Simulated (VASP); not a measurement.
All values below come from r2SCAN meta-GGA, VASP's PBE PAW potentials (set 64) (plane waves; VASP).

Input for VASP

**INCAR**
```
! general
SYSTEM =Sn
PREC   =Accurate
ENCUT  =400
LREAL  =F
LASPH  =T

! electronic loop
EDIFF  =1E-7
NELM   =100
ALGO   =Normal
LMAXMIX=4
LMIXTAU=T

! smearing
ISMEAR =-5

! functional
METAGGA=R2SCAN

! ions
ISIF   =2

! output
LWAVE  =F
LCHARG =F
LORBIT =11
NEDOS  =601
```

**KPOINTS**
```
K-points
0
gamma
 15 15 15
```

File KPOINTS_OPT:
```
k-points along high-symmetry lines
10
Line-mode
Reciprocal
  0.000000   0.000000   0.000000 ! GAMMA
  0.500000  -0.500000   0.500000 ! H

  0.500000  -0.500000   0.500000 ! H
  0.000000   0.000000   0.500000 ! N

  0.000000   0.000000   0.500000 ! N
  0.000000   0.000000   0.000000 ! GAMMA

  0.000000   0.000000   0.000000 ! GAMMA
  0.250000   0.250000   0.250000 ! P

  0.250000   0.250000   0.250000 ! P
  0.500000  -0.500000   0.500000 ! H

  0.250000   0.250000   0.250000 ! P
  0.000000   0.000000   0.500000 ! N
```

**POSCAR**
```
Sn
1
   -1.8855297855     1.8855297855     1.8855297855
    1.8855297855    -1.8855297855     1.8855297855
    1.8855297855     1.8855297855    -1.8855297855
Sn
1
Direct
  0.0000000000   0.0000000000   0.0000000000
```

POTCAR, in this order: Sn_d (PBE.64 set). Program: vasp_std.

The run wrote:

**OSZICAR**
```
       N       E                     dE             d eps       ncg     rms          rms(c)
DAV:   1     0.469089955144E+02    0.46909E+02   -0.67602E+03  2693   0.167E+03
DAV:   2    -0.224004954958E+02   -0.69309E+02   -0.67886E+02  2730   0.319E+02
DAV:   3    -0.265337710631E+02   -0.41333E+01   -0.41147E+01  3018   0.737E+01
DAV:   4    -0.266238000013E+02   -0.90029E-01   -0.90025E-01  3064   0.117E+01
DAV:   5    -0.266273580742E+02   -0.35581E-02   -0.35602E-02  3284   0.216E+00    0.231E+00
DAV:   6    -0.243103348762E+02    0.23170E+01   -0.65657E-01  3036   0.179E+01    0.996E-01
DAV:   7    -0.244619289501E+02   -0.15159E+00   -0.11251E-01  2682   0.514E+00    0.755E-01
DAV:   8    -0.244602066403E+02    0.17223E-02   -0.11601E-01  2670   0.283E+00    0.108E-01
DAV:   9    -0.244981879112E+02   -0.37981E-01   -0.25503E-02  2709   0.134E+00    0.439E-02
DAV:  10    -0.244960402061E+02    0.21477E-02   -0.58796E-04  2937   0.203E-01    0.608E-02
DAV:  11    -0.244990025372E+02   -0.29623E-02   -0.38869E-03  2748   0.676E-01    0.159E-02
DAV:  12    -0.244992105782E+02   -0.20804E-03   -0.21756E-04  2709   0.128E-01    0.770E-03
DAV:  13    -0.244992145531E+02   -0.39749E-05   -0.46914E-05  2823   0.630E-02    0.563E-03
DAV:  14    -0.244991918389E+02    0.22714E-04   -0.31459E-05  2700   0.640E-02    0.281E-03
DAV:  15    -0.244992330319E+02   -0.41193E-04   -0.16619E-05  2676   0.415E-02    0.840E-04
DAV:  16    -0.244992504543E+02   -0.17422E-04   -0.11301E-05  2769   0.268E-02    0.123E-03
DAV:  17    -0.244992477198E+02    0.27345E-05   -0.90660E-07  2739   0.841E-03    0.747E-04
DAV:  18    -0.244992490730E+02   -0.13532E-05   -0.42260E-07  2793   0.583E-03    0.140E-04
DAV:  19    -0.244992490957E+02   -0.22692E-07   -0.10813E-08  1611   0.144E-03
   1 F= -.24499249E+02 E0= -.24499249E+02  d E =0.000000E+00
       N       E                     dE             ncg
```

### OUTCAR
```
------------------------ aborting loop because EDIFF is reached ----------------------------------------
  FORCE on cell =-STRESS in cart. coord.  units (eV):
  Direction    XX          YY          ZZ          XY          YZ          ZX
  --------------------------------------------------------------------------------------
  Total        0.0581152      0.0581152      0.0581152      0.0000000      0.0000000     -0.0000000
  in kB        3.4724815      3.4724815      3.4724815      0.0000000      0.0000000     -0.0000000
  external PRESSURE =       3.4724815 kB  Pullay stress =       0.0000000 kB
  volume of cell :       26.81
      direct lattice vectors                 reciprocal lattice vectors
    -1.885529785  1.885529785  1.885529785     0.000000000  0.265177460  0.265177460
     1.885529785 -1.885529785  1.885529785     0.265177460  0.000000000  0.265177460
     1.885529785  1.885529785 -1.885529785     0.265177460  0.265177460  0.000000000
 POSITION                                       TOTAL-FORCE (eV/Angst)
 -----------------------------------------------------------------------------------
      0.00000      0.00000      0.00000        -0.000000     -0.000000      0.000000
 -----------------------------------------------------------------------------------
    total drift:                                0.000000      0.000000     -0.000000
  FREE ENERGIE OF THE ION-ELECTRON SYSTEM (eV)
  ---------------------------------------------------
  free  energy   TOTEN  =       -24.4992490957 eV

  energy  without entropy=      -24.4992490957  energy(sigma->0) =      -24.49924910

 total charge

# of ion       s       p       d       tot
------------------------------------------
    1        1.256   0.948   9.970  12.174
```
(Selected blocks of OUTCAR.)

For a metal the tetrahedron method with Blöchl corrections gives inexact stress and forces.

The structure was generated: Sn was put into the bcc type (Im-3m), which need not be its known phase. It was relaxed first.
